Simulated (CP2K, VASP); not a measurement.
An input for CP2K (PBE, GPW, DZVP-MOLOPT-SR-GTH basis, GTH-PBE potentials (GTH_POTENTIALS)):

```
&GLOBAL
  PROJECT scf
  RUN_TYPE ENERGY_FORCE
  PRINT_LEVEL LOW
&END GLOBAL
&FORCE_EVAL
  METHOD Quickstep
  STRESS_TENSOR ANALYTICAL
  &DFT
    BASIS_SET_FILE_NAME BASIS_MOLOPT
    POTENTIAL_FILE_NAME GTH_POTENTIALS
    &QS
      METHOD GPW
      EPS_DEFAULT 1E-11
    &END QS
    &MGRID
      CUTOFF 600
      REL_CUTOFF 60
      NGRIDS 5
    &END MGRID
    &SCF
      SCF_GUESS ATOMIC
      EPS_SCF 1E-6
      MAX_SCF 100
      ADDED_MOS 12
      &DIAGONALIZATION
        ALGORITHM STANDARD
      &END DIAGONALIZATION
      &MIXING
        METHOD BROYDEN_MIXING
        ALPHA 0.4
        NBUFFER 10
      &END MIXING
    &END SCF
    &KPOINTS
      SCHEME MONKHORST-PACK 7 7 2
      GAMMA_CENTERED T
    &END KPOINTS
    &XC
      &XC_FUNCTIONAL PBE
      &END XC_FUNCTIONAL
    &END XC
    &PRINT
      &MO
        EIGENVALUES T
        OCCUPATION_NUMBERS T
        NDIGITS 8
        FILENAME mo
        &EACH
          QS_SCF 0
        &END EACH
        ADD_LAST NUMERIC
      &END MO
      &MULLIKEN OFF
      &END MULLIKEN
    &END PRINT
  &END DFT
  &SUBSYS
    &CELL
      ABC 3.80895000 3.80894960 12.45260000
      ALPHA_BETA_GAMMA 90.00000000 90.00000000 120.00000347
      PERIODIC XYZ
    &END CELL
    &COORD
      SCALED
      Zn       0.66666700     0.33333300     0.74993000
      Zn       0.33333300     0.66666700     0.24993000
      Zn       0.00000000     0.00000000     0.50000000
      Zn       0.00000000     0.00000000     0.00000000
      S        0.66666700     0.33333300     0.93773000
      S        0.33333300     0.66666700     0.43773000
      S        0.00000000     0.00000000     0.68734000
      S        0.00000000     0.00000000     0.18734000
    &END COORD
    &KIND Zn
      BASIS_SET DZVP-MOLOPT-SR-GTH
      POTENTIAL GTH-PBE-q12
    &END KIND
    &KIND S
      BASIS_SET DZVP-MOLOPT-SR-GTH
      POTENTIAL GTH-PBE-q6
    &END KIND
  &END SUBSYS
  &PRINT
    &FORCES ON
    &END FORCES
    &STRESS_TENSOR ON
    &END STRESS_TENSOR
  &END PRINT
&END FORCE_EVAL
```

### Question
Write the VASP files for the same calculation.

### Answer
One set of files that does it:

### INCAR
```
! general
SYSTEM  = ZnS
PREC    = Accurate
ENCUT   = 300   ! plane-wave cut-off (eV)
LREAL   = .FALSE.   ! projection in real space or not
LASPH   = .TRUE.

! electronic loop
EDIFF   = 1E-6   ! SCF stop (eV)
NELM    = 100
ALGO    = Normal   ! blocked Davidson
LMAXMIX = 4   ! l cut-off of mixed one-centre charges

! smearing
ISMEAR  = 0
SIGMA   = 0.01   ! width (eV)

! functional
GGA     = PE   ! PBE

! ions
ISIF    = 2   ! forces and stress, cell fixed

! output
LWAVE   = .FALSE.
LCHARG  = .FALSE.
```

**POSCAR**
```
ZnS
3.808950
  1.0000000000   0.0000000000   0.0000000000
 -0.5000000000   0.8660252826   0.0000000000
  0.0000000000   0.0000000000   3.2692999383
Zn S
4 4
Cartesian
  0.5000005000   0.2886748055   2.4517461027
 -0.0000005000   0.5773504770   0.8170961336
  0.0000000000   0.0000000000   1.6346499692
  0.0000000000   0.0000000000   0.0000000000
  0.5000005000   0.2886748055   3.0657206311
 -0.0000005000   0.5773504770   1.4310706620
  0.0000000000   0.0000000000   2.2471206196
  0.0000000000   0.0000000000   0.6124706504
```

**KPOINTS**
```
Automatic mesh
0
Gamma
7 7 2
0 0 0
```

POTCAR, in this order: Zn S (PBE.64 set). Program: vasp_std.

The two runs describe the same crystal, functional and task. Each code takes its own potentials, basis and convergence tests.

Fixed occupations appear in VASP as a very narrow Gaussian smearing.

The structure comes from a computed database's ZnS entry (P6_3mc); how it stands against other phases isn't given here. The cell was not relaxed at this level, and it may have been scaled.
